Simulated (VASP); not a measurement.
LuAlN2:

```
CELL_PARAMETERS angstrom
3.05866 0.00000 0.00000
0.00000 3.05866 0.00000
0.00000 0.00000 4.57493
ATOMIC_POSITIONS crystal
Al 0.00000 0.00000 0.00000
N 0.00000 0.00000 0.50000
N 0.50000 0.50000 0.00000
Lu 0.50000 0.50000 0.50000
```

The cell was built by a generator and needn't be a form met in nature.

The cell isn't the ideal one: epitaxial_xy strain -3.5%.

Base run:

```yaml
Program: VASP 6.6.1
Functional: r2SCAN
Potentials_or_basis: VASP PAW PBE potentials, release 64 (Al, N, Lu)
Cutoff: 520 eV
k_mesh: 8 × 8 × 6
Occupations: fermi-dirac, width 0.02 eV
Spin: no spin polarisation
```

Its results: band gap on the k mesh 0.54 eV, direct; pressure 14.4 GPa.

Problem. The run is repeated on the same cell with these changes: functional from r2SCAN to PBE; further incar settings from ALGO = Normal; EDIFF = 1e-07; NBANDS = 27 to ALGO = Fast; EDIFF = 1e-06; NBANDS = 27. What comes out?

Solution. Band gap on the k mesh 0.14 eV, direct; pressure 17.7 GPa.

Caveats: spin-orbit coupling is left out, which moves the levels of the heavy elements; the PAW data sets were made with another functional, which shifts forces and pressure a little (some runs); so large a pressure means that the cell lies far from this level's equilibrium, or that cutoff or potentials fall short (some runs).

A k mesh can miss the band edges.
